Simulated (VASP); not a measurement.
Consider the following.

```
CELL_PARAMETERS angstrom
      3.37232     0.00000     0.00000
     -1.68616     2.92052     0.00000
      0.00000     0.00000     5.89157
ATOMIC_POSITIONS crystal
  Hg 0.00000 0.00000 0.00000
  Hg 0.00000 0.00000 0.50000
  O  0.33333 0.66667 0.25000
  O  0.66667 0.33333 0.75000
```

Level of theory: PBEsol GGA, VASP's PBE PAW potentials (set 64) (plane waves; VASP 6.6.1). Numerical set-up: 520 eV cut-off, Gaussian smearing of 0.050 eV, potentials Hg O.

Unless said otherwise, spin-orbit coupling is left out, though it shifts the bands of the heavy elements here.

**Question.** Predict the band gap (along the path) with the smallest direct gap where there is one.

**Answer.** 
```yaml
band gap (along the path): none (metal, semimetal or under 0.01 eV)
```

Total energies compare only between runs with the same potentials, cut-off and functional.

The structure was generated: HgO was put into the NiAs type type (P6_3/mmc), which need not be its known phase. It was relaxed first, which changed the volume by +53 %.
